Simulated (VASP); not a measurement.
Output of a VASP run:

File OUTCAR:
```
 ion  position               nearest neighbor table
   1  0.667  0.333  0.250-   3 2.21   3 2.21   3 2.21   4 2.44   4 2.44   5 2.53   6 2.53   5 2.53
                             6 2.53   5 2.53   6 2.53
   2  0.333  0.667  0.750-   4 2.21   4 2.21   4 2.21   3 2.44   3 2.44   5 2.53   6 2.53   6 2.53
                             5 2.53   6 2.53   5 2.53
   3  0.333  0.667  0.250-   1 2.21   1 2.21   1 2.21   2 2.44   2 2.44   5 2.53   6 2.53   6 2.53
                             5 2.53   6 2.53   5 2.53
   4  0.667  0.333  0.750-   2 2.21   2 2.21   2 2.21   1 2.44   1 2.44   5 2.53   6 2.53   5 2.53
                             6 2.53   5 2.53   6 2.53
   5  0.000  0.000  0.500-   6 2.44   6 2.44   3 2.53   4 2.53   1 2.53   2 2.53   1 2.53   4 2.53
                             2 2.53   3 2.53   1 2.53   4 2.53   2 2.53   3 2.53
   6  0.000  0.000  0.000-   5 2.44   5 2.44   3 2.53   4 2.53   1 2.53   2 2.53   1 2.53   4 2.53
                             2 2.53   3 2.53   1 2.53   4 2.53   2 2.53   3 2.53
  LATTYP: Found a hexagonal cell.
 ALAT       =     3.8330323314
 C/A-ratio  =     1.2710152524
 Subroutine PRICEL returns:
 Original cell was already a primitive cell.
 Subroutine GETGRP returns: Found 24 space group operations
The static configuration has the point symmetry D_3d.
 The point group associated with its full space group is D_6h.
The dynamic configuration has the point symmetry D_3d.
 Subroutine INISYM returns: Found 24 space group operations
 Subroutine IBZKPT returns following result:
 Found     40 irreducible k-points:

 Following reciprocal coordinates:
            Coordinates               Weight
  0.000000  0.000000  0.000000      1.000000
  0.125000  0.000000  0.000000      6.000000
  0.250000  0.000000  0.000000      6.000000
  0.375000 -0.000000  0.000000      6.000000
  0.500000  0.000000  0.000000      3.000000
  0.125000  0.125000  0.000000      6.000000
  0.250000  0.125000  0.000000     12.000000
  0.375000  0.125000  0.000000     12.000000
  0.250000  0.250000  0.000000      6.000000
  0.375000  0.250000  0.000000      6.000000
  0.000000  0.000000  0.166667      2.000000
  0.125000  0.000000  0.166667     12.000000
  0.250000  0.000000  0.166667     12.000000
  0.375000 -0.000000  0.166667     12.000000
  0.500000  0.000000  0.166667      6.000000
  0.125000  0.125000  0.166667     12.000000
  0.250000  0.125000  0.166667     24.000000
  0.375000  0.125000  0.166667     24.000000
  0.250000  0.250000  0.166667     12.000000
  0.375000  0.250000  0.166667     12.000000
  0.000000  0.000000  0.333333      2.000000
  0.125000  0.000000  0.333333     12.000000
  0.250000  0.000000  0.333333     12.000000
  0.375000 -0.000000  0.333333     12.000000
  0.500000  0.000000  0.333333      6.000000
  0.125000  0.125000  0.333333     12.000000
  0.250000  0.125000  0.333333     24.000000
  0.375000  0.125000  0.333333     24.000000
  0.250000  0.250000  0.333333     12.000000
  0.375000  0.250000  0.333333     12.000000
  0.000000  0.000000  0.500000      1.000000
  0.125000  0.000000  0.500000      6.000000
  0.250000  0.000000  0.500000      6.000000
  0.375000 -0.000000  0.500000      6.000000
  0.500000  0.000000  0.500000      3.000000
  0.125000  0.125000  0.500000      6.000000
  0.250000  0.125000  0.500000     12.000000
  0.375000  0.125000  0.500000     12.000000
  0.250000  0.250000  0.500000      6.000000
  0.375000  0.250000  0.500000      6.000000
   k-points           NKPTS =     40   k-points in BZ     NKDIM =     40   number of bands    NBANDS=     28
   number of dos      NEDOS =    301   number of ions     NIONS =      6
   total plane-waves  NPLWV =  25088
   dimension x,y,z NGX =    28 NGY =   28 NGZ =   32
   dimension x,y,z NGXF=    56 NGYF=   56 NGZF=   64
   ions per type =               2   4
   PREC   = accura    normal or accurate (medium, high low for compatibility)
   ISTART =      0    job   : 0-new  1-cont  2-samecut
   ICHARG =      2    charge: 1-file 2-atom 10-const
   ISPIN  =      1    spin polarized calculation?
   LNONCOLLINEAR =      F non collinear calculations
   LSORBIT =      F    spin-orbit coupling
...
```

### OSZICAR
```
       N       E                     dE             d eps       ncg     rms          rms(c)
DAV:   1     0.289957332363E+03    0.28996E+03   -0.18041E+04  2256   0.185E+03
DAV:   2    -0.233632553112E+02   -0.31332E+03   -0.30418E+03  2240   0.387E+02
DAV:   3    -0.461572467749E+02   -0.22794E+02   -0.21557E+02  2444   0.132E+02
DAV:   4    -0.470526237397E+02   -0.89538E+00   -0.88545E+00  2728   0.240E+01
DAV:   5    -0.470862237411E+02   -0.33600E-01   -0.33582E-01  2732   0.439E+00    0.249E+01
DAV:   6    -0.478439671474E+02   -0.75774E+00   -0.10399E+02  2776   0.148E+02    0.227E+01
DAV:   7    -0.421227343356E+02    0.57212E+01   -0.30443E+01  2672   0.133E+02    0.103E+01
DAV:   8    -0.422805934763E+02   -0.15786E+00   -0.11536E+01  2788   0.834E+01    0.761E+00
DAV:   9    -0.419445237948E+02    0.33607E+00   -0.25967E+00  3104   0.438E+01    0.286E+00
DAV:  10    -0.418712887131E+02    0.73235E-01   -0.55230E-01  2684   0.113E+01    0.912E-01
DAV:  11    -0.418717257718E+02   -0.43706E-03   -0.40633E-02  2760   0.251E+00    0.721E-01
DAV:  12    -0.418709251976E+02    0.80057E-03   -0.47949E-03  3056   0.146E+00    0.457E-01
DAV:  13    -0.418700970977E+02    0.82810E-03   -0.26350E-03  3504   0.143E+00    0.183E-01
DAV:  14    -0.418699624254E+02    0.13467E-03   -0.63579E-04  3224   0.343E-01    0.131E-01
DAV:  15    -0.418699365092E+02    0.25916E-04   -0.19360E-04  2648   0.246E-01    0.610E-02
DAV:  16    -0.418699348748E+02    0.16344E-05   -0.16262E-05  2868   0.402E-02    0.172E-02
DAV:  17    -0.418699357821E+02   -0.90726E-06   -0.34551E-06  1756   0.272E-02
   1 F= -.41869936E+02 E0= -.41869895E+02  d E =-.418699E+02
```

### OUTCAR
```
------------------------ aborting loop because EDIFF is reached ----------------------------------------
  FORCE on cell =-STRESS in cart. coord.  units (eV):
  Direction    XX          YY          ZZ          XY          YZ          ZX
  --------------------------------------------------------------------------------------
  Total        0.1185421      0.1185421     -0.0728188      0.0000000      0.0000000      0.0000000
  in kB        3.0638987      3.0638993     -1.8821102      0.0000000      0.0000000      0.0000000
  external PRESSURE =       1.4152293 kB  Pullay stress =       0.0000000 kB
  volume of cell :       61.99
      direct lattice vectors                 reciprocal lattice vectors
     3.833032331  0.000000000  0.000000000     0.260890051  0.150624925  0.000000000
    -1.916516166  3.319503722  0.000000000     0.000000000  0.301249850  0.000000000
     0.000000000  0.000000000  4.871842556     0.000000000  0.000000000  0.205261149
 POSITION                                       TOTAL-FORCE (eV/Angst)
 -----------------------------------------------------------------------------------
      1.91652      1.10650      1.21796         0.000000     -0.000000      0.000000
     -0.00000      2.21300      3.65388        -0.000000      0.000000      0.000000
     -0.00000      2.21300      1.21796        -0.000000     -0.000000      0.000000
      1.91652      1.10650      3.65388         0.000000      0.000000      0.000000
      0.00000      0.00000      2.43592         0.000000     -0.000000      0.000000
      0.00000      0.00000      0.00000         0.000000     -0.000000      0.000000
 -----------------------------------------------------------------------------------
    total drift:                                0.000039     -0.000023      0.000030
  FREE ENERGIE OF THE ION-ELECTRON SYSTEM (eV)
  ---------------------------------------------------
  free  energy   TOTEN  =       -41.8699357821 eV

  energy  without entropy=      -41.8698130662  energy(sigma->0) =      -41.86989488

 reached required accuracy - stopping structural energy minimisation
```
(Selected blocks of OUTCAR.)

File POSCAR:
```
SiNi2
1
    3.8330323314    -0.0000000000     0.0000000000
   -1.9165161657     3.3195037225     0.0000000000
    0.0000000000     0.0000000000     4.8718425561
Si Ni
2 4
Direct
  0.6666670000   0.3333330000   0.2500000000
  0.3333330000   0.6666670000   0.7500000000
  0.3333330000   0.6666670000   0.2500000000
  0.6666670000   0.3333330000   0.7500000000
  0.0000000000   0.0000000000   0.5000000000
  0.0000000000   0.0000000000   1.0000000000
```

Task: Write an INCAR and KPOINTS that could have produced this output.

Result: One answer among several that fit: the input of the run itself, LDA (Ceperley-Alder, Perdew-Zunger), plane waves, VASP's LDA PAW potentials (set 64).

### KPOINTS
```
Automatic mesh
0
Gamma
8 8 6
0 0 0
```

**INCAR**
```
# general
SYSTEM  = SiNi2
PREC    = Accurate
ENCUT   = 400   # plane-wave cut-off (eV)
LREAL   = .False.   # projection in real space or not
LASPH   = .True.

# electronic loop
EDIFF   = 1E-6
NELM    = 100   # most electronic steps
ALGO    = Normal   # blocked Davidson
LMAXMIX = 4

# smearing
ISMEAR  = 1   # Methfessel-Paxton
SIGMA   = 0.1

# ions
IBRION  = 2
NSW     = 60   # most ionic steps
ISIF    = 3
EDIFFG  = -0.02   # ionic stop

# output
LWAVE   = .False.
LCHARG  = .False.
```

POTCAR, in this order: Si Ni (LDA.64 set). Program: vasp_std.

The structure comes from a computed database's SiNi2 entry (P6_3/mmc); how it stands against other phases isn't given here. It was relaxed first. The start is the result of an earlier pass. The run is not spin-polarised, so no magnetic state was tried.
